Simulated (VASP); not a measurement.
Level of theory: LDA (Ceperley-Alder, Perdew-Zunger), VASP's LDA PAW potentials (set 64) (plane waves; VASP).

The input files of a VASP run:

**POSCAR**
```
AgCl
1
    0.0000000000     2.6746618795     2.6746618795
    2.6746618795     0.0000000000     2.6746618795
    2.6746618795     2.6746618795    -0.0000000000
Ag Cl
1 1
Direct
  1.0000000000   1.0000000000   1.0000000000
  0.5000000000   0.5000000000   0.5000000000
```

File KPOINTS:
```
Automatic mesh
0
Gamma
8 8 8
0 0 0
```

**INCAR**
```
ALGO = Normal
EDIFF = 1E-7
ENCUT = 530
IBRION = 6
ISIF = 3
ISMEAR = 0
LASPH = .True.
LCHARG = .False.
LMAXMIX = 4
LREAL = .False.
LWAVE = .False.
NELM = 100
NFREE = 2
NSW = 1
POTIM = 0.015
PREC = Accurate
SIGMA = 0.05
SYSTEM = AgCl
```

POTCAR, in this order: Ag Cl (LDA.64 set). Program: vasp_std.

What VASP printed:

**OUTCAR**
```


   1 f  =    3.964999 THz    24.912823 2PiTHz  132.258128 cm-1    16.397911 meV

   2 f  =    3.964999 THz    24.912823 2PiTHz  132.258128 cm-1    16.397911 meV

   3 f  =    3.964999 THz    24.912823 2PiTHz  132.258128 cm-1    16.397911 meV

   4 f/i=    0.001212 THz     0.007614 2PiTHz    0.040420 cm-1     0.005011 meV

   5 f/i=    0.001212 THz     0.007614 2PiTHz    0.040420 cm-1     0.005011 meV

   6 f/i=    0.001212 THz     0.007614 2PiTHz    0.040420 cm-1     0.005011 meV

 ELASTIC MODULI CONTR FROM IONIC RELAXATION (kBar)
 Direction    XX          YY          ZZ          XY          YZ          ZX
 --------------------------------------------------------------------------------
 XX           0.0000      0.0000      0.0000      0.0000      0.0000      0.0000
 YY           0.0000      0.0000      0.0000      0.0000      0.0000      0.0000
 ZZ           0.0000      0.0000      0.0000      0.0000      0.0000      0.0000
 XY           0.0000      0.0000      0.0000      0.0000      0.0000      0.0000
 YZ           0.0000      0.0000      0.0000      0.0000      0.0000      0.0000
 ZX           0.0000      0.0000      0.0000      0.0000      0.0000      0.0000
 --------------------------------------------------------------------------------

 TOTAL ELASTIC MODULI (kBar)
 Direction    XX          YY          ZZ          XY          YZ          ZX
 --------------------------------------------------------------------------------
 XX        1009.2005    565.3946    565.3946      0.0000      0.0000      0.0000
 YY         565.3946   1009.2005    565.3946     -0.0000      0.0000      0.0000
 ZZ         565.3946    565.3946   1009.2005      0.0000      0.0000     -0.0000
 XY           0.0000     -0.0000      0.0000     43.3084      0.0000      0.0000
 YZ           0.0000      0.0000      0.0000      0.0000     43.3084      0.0000
 ZX           0.0000      0.0000     -0.0000      0.0000      0.0000     43.3084
 --------------------------------------------------------------------------------
```
(Selected blocks of OUTCAR.)

The compound is AgCl in the rock salt structure. It was relaxed first, which changed the volume by -10 %.
